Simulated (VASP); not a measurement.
Data:

```yaml
crystal:
  lattice:
    - [1.82877, -3.16752, 0.00000]
    - [1.82877, 3.16752, 0.00000]
    - [0.00000, 0.00000, 5.82585]
  atoms:
    - { symbol: Zr, position: [0.00000, 0.00000, 0.00000] }
    - { symbol: S, position: [0.33333, 0.66667, 0.25011] }
    - { symbol: S, position: [0.66667, 0.33333, 0.74989] }
```

All values below come from optB86b-vdW, VASP's PBE PAW potentials (set 64) (plane waves; VASP 6.6.1). Run with 520 eV cut-off, 8×8×5 Γ-centred mesh, tetrahedra with Blöchl corrections, potentials Zr_sv S.

The cores are frozen, which limits the accuracy of field gradients.

Q: Give the principal components of the electric field gradient (V/Å²) and the asymmetry η at each nucleus.

A: 
```json
[
 {"atom": "Zr1", "Vxx": "6.5", "Vyy": "6.5", "Vzz": "-13.0", "η": "0.00"},
 {"atom": "S2", "Vxx": "-0.7", "Vyy": "-0.7", "Vzz": "1.4", "η": "0.00"},
 {"atom": "S3", "Vxx": "-0.7", "Vyy": "-0.7", "Vzz": "1.4", "η": "0.00"}
]
```

The compound is ZrS2 in the 1T layered structure. It was relaxed first.
